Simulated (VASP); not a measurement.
# PmO (P-6m2) in VASP: further runs

Runs on PmO. Level: PBE. Tasks: single point.

Everything below comes from runs of VASP 6.6.1. Logs are shortened: lines on timing, memory, paths and dates and some standing lists are left out, and cuts for length are marked.

## 1. The structure

The structure is hexagonal, space group P-6m2 (No. 187). Conventional cell: a = 3.156 Å, b = 3.156 Å, c = 3.080 Å, α = 90.00°, β = 90.00°, γ = 120.00°. Pm (site symmetry -6m2) has 6 O at 2.39 Å as nearest neighbours. O (site symmetry -6m2) has 6 Pm at 2.39 Å as nearest neighbours.

The cell comes from a database or a generator and needn't be the stable form of this composition.

## 2. Single point, PBE, collinear spin, random start

File INCAR:

```
PREC = Accurate
ENCUT = 520
EDIFF = 1E-7
ISMEAR = 0
SIGMA = 0.05
LREAL = F
LASPH = T
NELM = 100
ALGO = Normal
ISIF = 2
LWAVE = F
LCHARG = T
ISPIN = 2
MAGMOM = -0.36 0
LORBIT = 11
LMAXMIX = 6
GGA = PE
LELF = T
LVHAR = T
```

File KPOINTS:

```
Automatic mesh
0
Gamma
  7 7 6
```

File POSCAR:

```
PmO
1.0
    3.1559110400      0.0000000000      0.0000000000
   -1.5779555200      2.7330991300      0.0000000000
    0.0000000000      0.0000000000      3.0800128100
Pm O
1 1
Direct
    0.0000000000      0.0000000000      0.0000000000
    0.6666666667      0.3333333333      0.5000000000
```

Potentials or basis: VASP PAW PBE potentials, release 64 (Pm, O).

On the command line:

```
> cat potpaw_PBE.64/Pm/POTCAR potpaw_PBE.64/O/POTCAR > POTCAR
> mpirun -np 1 vasp_std > vasp.out
```

OUTCAR:

```text
PREC = Accurate
   ENCUT = 520
   EDIFF = 1E-7
   ISMEAR = 0
   LREAL = F
   LASPH = T
   NELM = 100
   ISIF = 2
   ISPIN = 2
   LORBIT = 11
   GGA = PE

 ion  position               nearest neighbor table
   1  0.000  0.000  0.000-   2 2.39   2 2.39   2 2.39   2 2.39   2 2.39   2 2.39
   2  0.667  0.333  0.500-   1 2.39   1 2.39   1 2.39   1 2.39   1 2.39   1 2.39

  LATTYP: Found a hexagonal cell.
 ALAT       =     3.1559110400
 C/A-ratio  =     0.9759504533

  Lattice vectors:

 A1 = (   3.1559110400,   0.0000000000,   0.0000000000)
 A2 = (  -1.5779555200,   2.7330991300,   0.0000000000)
 A3 = (   0.0000000000,   0.0000000000,   3.0800128100)

Analysis of symmetry for initial positions (statically):
=====================================================================
 Subroutine PRICEL returns:
 Original cell was already a primitive cell.

 Routine SETGRP: Setting up the symmetry group for a
 hexagonal supercell.

 Subroutine GETGRP returns: Found 12 space group operations
 (whereof 12 operations were pure point group operations)
 out of a pool of 24 trial point group operations.

The static configuration has the point symmetry D_3h.

Analysis of symmetry for dynamics (positions and initial velocities):
=====================================================================
 Subroutine PRICEL returns:
 Original cell was already a primitive cell.

 Routine SETGRP: Setting up the symmetry group for a
 hexagonal supercell.

 Subroutine GETGRP returns: Found 12 space group operations
 (whereof 12 operations were pure point group operations)
 out of a pool of 24 trial point group operations.

The dynamic configuration has the point symmetry D_3h.

Analysis of structural, dynamic, and magnetic symmetry:
=====================================================================
 Subroutine PRICEL returns:
 Original cell was already a primitive cell.

 Routine SETGRP: Setting up the symmetry group for a
 hexagonal supercell.

 Subroutine GETGRP returns: Found 12 space group operations
 (whereof 12 operations were pure point group operations)
 out of a pool of 24 trial point group operations.

The overall configuration has the point symmetry D_3h.

 Subroutine INISYM returns: Found 12 space group operations
 (whereof 12 operations are pure point group operations),
 and found     1 'primitive' translations

----------------------------------------------------------------------------------------

                                     Primitive cell

  volume of cell :      26.5664

[... 134 lines left out ...]
  free energy    TOTEN  =       -17.45946190 eV

  energy without entropy =      -17.45351647  energy(sigma->0) =      -17.45648918

 E-fermi :  10.3161     XC(G=0): -12.3626

 val. band max:       10.3122636681   @ k =   0.2857   0.2857   0.5000
 cond. band min:      10.3230292560   @ k =   0.4286   0.1429   0.5000
 fundamental gap:      0.0107655878
 Fermi energy:        10.3160953636

 spin component 1

 k-point     1 :       0.0000    0.0000    0.0000
  band No.  band energies     occupation
      1     -26.6950      1.00000
      2      -9.2660      1.00000
      3      -6.6763      1.00000
      4      -6.2484      1.00000
      5      -6.2484      1.00000
      6       5.5568      1.00000
      7       5.5568      1.00000
      8       6.5852      1.00000
      9       9.5930      1.00000
     10      11.5331      0.00000
     11      13.0116      0.00000
     12      13.0116      0.00000
     13      13.4500      0.00000
     14      13.4500      0.00000
[... 379 lines left out ...]
      3      -8.0337      1.00000
      4      -7.7975      1.00000
      5      -6.9126      1.00000
      6       3.7957      1.00000
      7       5.3456      1.00000
      8       6.4878      1.00000
      9      12.6665      0.00000
     10      13.0002      0.00000
     11      13.1190      0.00000
     12      13.1608      0.00000
     13      13.3443      0.00000
     14      13.3912      0.00000

 [... further k-points ...]

 spin component 2

 k-point     1 :       0.0000    0.0000    0.0000
  band No.  band energies     occupation
      1     -28.7782      1.00000
      2      -9.2907      1.00000
      3      -8.2600      1.00000
      4      -7.9018      1.00000
      5      -7.9018      1.00000
      6       5.3967      1.00000
      7       5.3967      1.00000
      8       6.3925      1.00000
      9       8.1845      1.00000
     10       9.4303      1.00000
     11      10.0333      1.00000
     12      10.0333      1.00000
     13      10.2396      0.98477
     14      10.3711      0.05987
[... 379 lines left out ...]
      3      -9.5424      1.00000
      4      -9.3702      1.00000
      5      -7.8364      1.00000
      6       3.5550      1.00000
      7       5.0906      1.00000
      8       6.2989      1.00000
      9       9.5866      1.00000
     10       9.7260      1.00000
     11       9.9281      1.00000
     12      10.2047      0.99919
     13      10.2931      0.74268
     14      10.4297      0.00066

 [... further k-points ...]
[... 5 lines left out ...]
  --------------------------------------------------------------------------------------
  -------------------------------------------------------------------------------------
  Total        5.4243190      5.4243190      4.3417749      0.0000000     -0.0000000      0.0000000
  in kB      327.1320866    327.1320859    261.8455659      0.0000000     -0.0000000      0.0000000
  external PRESSURE =     305.3699128 kB  Pullay stress =       0.0000000 kB

 VOLUME and BASIS-vectors are now :
 -----------------------------------------------------------------------------
  energy-cutoff  :      520.00
  volume of cell :       26.57
      direct lattice vectors                 reciprocal lattice vectors
     3.155911040  0.000000000  0.000000000     0.316865712  0.182942505  0.000000000
    -1.577955520  2.733099130  0.000000000     0.000000000  0.365885009  0.000000000
     0.000000000  0.000000000  3.080012810     0.000000000  0.000000000  0.324673974

 POSITION                                       TOTAL-FORCE (eV/Angst)
 -----------------------------------------------------------------------------------
      0.00000      0.00000      0.00000        -0.000000     -0.000000      0.000000
      1.57796      0.91103      1.54001         0.000000      0.000000      0.000000
 -----------------------------------------------------------------------------------
    total drift:                               -0.000000      0.000000      0.000000

  FREE ENERGIE OF THE ION-ELECTRON SYSTEM (eV)
  ---------------------------------------------------
  free  energy   TOTEN  =       -17.4594618966 eV

  energy  without entropy=      -17.4535164713  energy(sigma->0) =      -17.45648918

 total charge

# of ion       s       p       d       f       tot
--------------------------------------------------
    1        2.018   5.595   0.656   4.412  12.681
    2        1.569   3.486   0.000   0.000   5.055
--------------------------------------------------
tot          3.586   9.081   0.656   4.412  17.736

 magnetization (x)

# of ion       s       p       d       f       tot
--------------------------------------------------
    1        0.004  -0.028  -0.228  -4.293  -4.545
    2        0.002   0.065   0.000   0.000   0.067
--------------------------------------------------
tot          0.006   0.037  -0.228  -4.293  -4.478
```

Wall time 23 s (1 thread of Intel Xeon 6975P-C (Granite Rapids), shared host); peak memory 0.17 GiB.

What came out:

```yaml
Free_energy: -17.4595 eV
Pressure: 30.5 GPa
Net_moment: -4.91 μB per cell
Site_moments: Pm -4.54; O +0.07 μB
Valence_electrons_inside_the_program's_atomic_spheres: Pm 12.68; O 5.05
```

Levels at points of the mesh, in eV from the Fermi level:
Spin up:
```csv
k point,band 4,band 5,band 6,band 7,band 8,band 9,band 10,band 11,band 12,band 13
"(0.00, 0.00, 0.00)",-16.56,-16.56,-4.76,-4.76,-3.73,-0.72,1.22,2.70,2.70,3.13
"(0.00, 0.00, 0.50)",-16.23,-15.06,-6.48,-4.85,-4.85,1.71,2.68,3.19,3.19,3.26
```
Spin down:
```csv
k point,band 9,band 10,band 11,band 12,band 13,band 14
"(0.00, 0.00, 0.00)",-2.13,-0.89,-0.28,-0.28,-0.08,0.06
"(0.00, 0.00, 0.50)",-0.84,-0.71,-0.07,0.06,0.06,0.35
```

Caveat: the magnetic or orbital state may not be the lowest; a pressure of tens of GPa on the cell as given is suspect, and the run, the potentials or the cell itself is likely at fault; the bands computed are all filled at some k points, so no gap is given; spin-orbit coupling is left out, which moves the levels of the heavy elements; without U or exact exchange the open f shell lies at the Fermi level, which spoils levels, moments and volumes. The state reached can hang on the start; a lower one may exist.

## 3. Single point, PBE, non-collinear spin, random start

File INCAR:

```
  ALGO = Normal
  EDIFF = 1E-7
  ENCUT = 520
  GGA = PE
  ISIF = 2
  ISMEAR = 0
  LASPH = True
  LCHARG = False
  LMAXMIX = 6
  LNONCOLLINEAR = True
  LORBIT = 11
  LREAL = False
  LWAVE = False
  MAGMOM = 1.233 1.758 0.954 0 0 0
  NBANDS = 33
  NELM = 150
  PREC = Accurate
  SIGMA = 0.05
```

File KPOINTS:

```
k-points
0
Gamma
  7 7 6
```

POSCAR is that of step 2.

Potentials or basis: VASP PAW PBE potentials, release 64 (Pm, O).

On the command line:

```
> cat potpaw_PBE.64/Pm/POTCAR potpaw_PBE.64/O/POTCAR > POTCAR
> mpirun -np 1 vasp_ncl > vasp.out
```

It took 14 min on 1 thread of Intel Xeon 6975P-C (Granite Rapids), shared host; peak memory 0.51 GiB.

The run converged. Its results:

```yaml
Free_energy: -17.4611 eV
Pressure: 30.4 GPa
Band_gap_on_the_k_mesh: none (metal or under the smearing width)
Net_moment: 4.91 μB per cell
Valence_electrons_inside_the_program's_atomic_spheres: Pm 12.68; O 5.05
```

Forces on the atoms (eV/Å):
```
Pm  -0.001  0.003  0.000
O    0.001 -0.003  0.000
```

Stress tensor (GPa, compression positive):
```
32.58  0.00  0.00
 0.00 32.58 -0.01
 0.00 -0.01 26.05
```

Levels at points of the mesh, in eV from the Fermi level:
| k point | band 18 | band 19 | band 20 | band 21 | band 22 | band 23 | band 24 | band 25 |
| --- | --- | --- | --- | --- | --- | --- | --- | --- |
| (0.00, 0.00, 0.00) | -0.89 | -0.72 | -0.29 | -0.28 | -0.08 | 0.05 | 0.05 | 0.07 |
| (0.00, 0.00, 0.50) | -0.71 | -0.07 | 0.06 | 0.07 | 0.35 | 0.36 | 1.71 | 2.19 |

Moments on the atoms (μB; x, y, z):
```
Pm   2.40  3.39  1.84
O   -0.04 -0.05 -0.03
```

Caveat: the magnetic or orbital state may not be the lowest; a pressure of tens of GPa on the cell as given is suspect, and the run, the potentials or the cell itself is likely at fault; spin-orbit coupling is left out, which moves the levels of the heavy elements; without U or exact exchange the open f shell lies at the Fermi level, which spoils levels, moments and volumes. With open d or f shells a metallic result of PBE can be an artefact of self-interaction; +U or a hybrid may open a gap.
